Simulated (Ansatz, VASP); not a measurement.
# Cross-check of Te2Pt between VASP and Ansatz, part 2 of 2

Aim: how closely do two programs agree when they are given the same cell, functional and k mesh?  Valence electrons are named where the data sets of a main pair hold unlike numbers.

VASP 6.6.1 and Ansatz 0.2.0.

So far: The starting structure; Ansatz: band structure, PBE; VASP: band structure, PBE; Comparison; Other set-ups.

### Step 6. Ansatz: single point, PBE

Level of this step: Ansatz beside VASP: Kohn-Sham DFT, plane waves, PBE (Ansatz).

With cell and atoms fixed, the geometry can't cause a difference; cores, projectors, grids and the points listed under the comparison can.

input.yaml reads:

```yaml
crystal:
  lattice:
    - [4.13854172, 0.0, 0.0]
    - [-2.06927086, 3.5840822641, 0.0]
    - [0.0, 0.0, 14.0]
  atoms:
    - { symbol: Pt, position: [0.0, 0.0, 0.5] }
    - { symbol: Te, position: [0.3333333333, 0.6666666667, 0.594794863] }
    - { symbol: Te, position: [0.6666666667, 0.3333333333, 0.405205137] }
hamiltonian:
  xc: pbe
  pseudopotentials: { kind: paw }
kpoints:
  mp_grid: { grid: [9, 9, 1] }
scf:
  occupations: { method: gaussian, width: 0.01 }
  n_extra_bands: 4
output:
  forces: true
  eigenvalues: true
  write_density: true
  write_potential: true
  elf: true
  volumetric_format: npy
```

Command:

```sh
> ansatz run input.yaml --threads 2 --pin off --max-ram 4608MiB --backend cpu --events-out ev --progress --plain --runs-dir out
```

Numbers of over 12 decimals in the logs are rounded to 6 here.

What it wrote:

```text
[...]
Crystal: 3 atoms, lattice volume = 207.660 Å³
Basis set: ecut = 420 eV, 4007 PW (Γ), exchange–correlation on 60×60×192 points (8 copies of the dense FFT grid, shifted against one another)
Bands: 29, of which v1, the nominal top of the filled ones, is band 25 counted from 1 (24 counted from 0)
Symmetry: 12 space group operations
[...]
k-points: 12 of 81
[...]
max |Σ_I F_I| component: 6.94e-18 eV/Å
--- Band table (eV; the first three rows and the last of 12) ---
  k-point 0: bands = [... 21 lower, -0.1327, 1.0794, 1.3661, 1.3661, 3.6852, 3.6852, 5.1977, 5.5892]
  k-point 1: bands = [... 21 lower, -0.4276, 1.0263, 1.2376, 1.2898, 2.9870, 3.5515, 5.5637, 6.0425]
  k-point 2: bands = [... 21 lower, -0.9505, 0.4606, 0.7873, 1.4863, 2.2393, 3.4417, 5.5133, 6.1789]
  k-point 11: bands = [... 21 lower, -1.3722, -0.6143, -0.0871, -0.0871, 2.7019, 2.7019, 6.0719, 8.2148]
[key lines of the parts left out:]
SCF converged after 7 iterations
Free energy (F): -26483.959560 eV
Fermi energy:    1.887218 eV
```

Run time: 2.7 s. Hardware: 2 threads of Arm Neoverse V2, shared host; peak memory 0.46 GiB; 4.9 s of CPU time.

### Step 7. VASP: single point, PBE

The same cell, functional, mesh and smearing now go to VASP, with its own data sets.

INCAR reads:

```
SYSTEM = Te2Pt
PREC = Accurate
ENCUT = 300
EDIFF = 1E-08
NELM = 100
ISMEAR = 0
SIGMA = 0.01
LREAL = .FALSE.
ALGO = Normal
GGA = PE
NBANDS = 17
LASPH = .TRUE.
LORBIT = 11
LWAVE = .TRUE.
LCHARG = .FALSE.
KPAR = 8
```

POSCAR reads:

```
Te2Pt
1.0
    4.1385417200      0.0000000000      0.0000000000
   -2.0692708600      3.5840822641      0.0000000000
    0.0000000000      0.0000000000     14.0000000000
Pt Te
1 2
Direct
    0.0000000000      0.0000000000      0.5000000000
    0.3333333333      0.6666666667      0.5947948630
    0.6666666667      0.3333333333      0.4052051370
```

KPOINTS reads:

```
Automatic mesh
0
Gamma
9 9 1
0 0 0
```

The projector-augmented-wave data sets are Pt_GW and Te_GW (PBE family, release 64).

Command:

```sh
> mpirun -np 8 vasp_std
```

What it wrote:

```text
[banner, memory and clock lines left out]
running    8 mpi-ranks, on    1 nodes
[...]
[... a notice as in an earlier step ...]

 LDA part: xc-table for (Slater+PW92), standard interpolation
 POSCAR, INCAR and KPOINTS ok, starting setup
[...]
entering main loop
       N       E                     dE             d eps       ncg     rms          rms(c)
DAV:   1     0.109765372385E+03    0.10977E+03   -0.59291E+03   614   0.689E+02
DAV:   2    -0.141151669018E+01   -0.11118E+03   -0.10724E+03   640   0.171E+02
DAV:   3    -0.133528460299E+02   -0.11941E+02   -0.11765E+02   600   0.573E+01
DAV:   4    -0.139387437650E+02   -0.58590E+00   -0.58391E+00   648   0.162E+01
[...]
DAV:  19    -0.134598459484E+02   -0.19323E-06   -0.16496E-08   479   0.106E-03    0.600E-05
DAV:  20    -0.134598460303E+02   -0.81908E-07   -0.11380E-08   408   0.765E-04    0.534E-05
DAV:  21    -0.134598460286E+02    0.17724E-08   -0.13958E-09   456   0.477E-04
   1 F= -.13459846E+02 E0= -.13459846E+02  d E =-.139288E-42
 writing wavefunctions
```

From OUTCAR (step 7):

```text
  Total       -2.1194716     -2.1194716      0.0120625      0.0000000      0.0000000      0.0000000
  in kB      -16.3525261    -16.3525261      0.0930666      0.0000000      0.0000000      0.0000000
  external PRESSURE =     -10.8706618 kB  Pullay stress =       0.0000000 kB

 POSITION                                       TOTAL-FORCE (eV/Angst)
 -----------------------------------------------------------------------------------
      0.00000      0.00000      7.00000         0.000000      0.000000     -0.000000
     -0.00000      2.38939      8.32713        -0.000000      0.000000      0.020212
      2.06927      1.19469      5.67287         0.000000     -0.000000     -0.020212
 -----------------------------------------------------------------------------------
    total drift:                                0.000000      0.000000      0.000000

  FREE ENERGIE OF THE ION-ELECTRON SYSTEM (eV)
  ---------------------------------------------------
  free  energy   TOTEN  =       -13.4598460286 eV

  energy  without entropy=      -13.4598460286  energy(sigma->0) =      -13.45984603

[... 1 part as in an earlier step ...]

[... 2 further parts left out ...]
[key lines of the parts left out:]
E-fermi :  -0.1856
```

The gap is read on the k-mesh alone, so it is an upper bound where the band edges lie off the mesh.

### Step 8. Side by side

What differs besides the data sets and the points named for the pairs above, as far as they apply: the data sets hold 50 valence electrons in Ansatz (on its default PAW (the set named soft_2) files) and 22 in VASP. Total energies have different zeros and are not compared.

Compared:

```csv
quantity,Ansatz,VASP,difference
gap on the k mesh (eV),0.704,0.694,+0.011
```

At this near-relaxed geometry the largest component of a force difference is 37 meV/Å. A gap on the mesh is an upper bound, since the band edges may lie between its points; neither run holds spin-orbit coupling, which can move the band edges of a compound of Pt. With vacuum in the cell, a pressure given here is an average over mostly empty space and none of the material.

### Step 9. Further runs

Further runs change the set-up of one program: Ansatz's method, potentials or start, or VASP's data sets, cutoff or form of LDA. The table gives Ansatz less VASP for each quantity, since a change that brings one quantity closer may part another.

```csv
run,r.m.s. force difference (meV/Å),gap on the k mesh (eV)
as above,17,0.011
Ansatz's larger PAW set (cutoff 900 eV),18,0.012
norm-conserving potentials (cutoff 1143 eV),19,0.011
```

### Step 10. What came out

| Quantity | Value |
| --- | --- |
| r.m.s. force difference (band structure, PBE) | 17 meV/Å |
| r.m.s. force difference (single point, PBE) | 17 meV/Å |

What this shows: The r.m.s. force difference is 17 meV/Å (band structure, PBE), beyond the 12 meV/Å picked in this series as the mark of a large difference. The data sets hold unlike numbers of valence electrons (50 in Ansatz and 22 in VASP), so part of the differences comes from the potentials. For band structure, PBE, no further run moves any of the tabulated differences by more than a quarter of its size. For single point, PBE, no further run moves any of the tabulated differences by more than a quarter of its size. How closely two codes agree says nothing of how well the functional describes the real material.

[Lines on the potential files, build, host, timing and source positions are cut from VASP's logs without a mark.]

[Logs are printed without paths, hosts, clocks, repeated set-up lines and the standing remarks that a program may print on its own settings, such as how far it seeks lower states.]

[Hosts, paths, dates, database ids (printed as entryN), source tags and the programs' standing remarks are cut or masked in the printed files.]
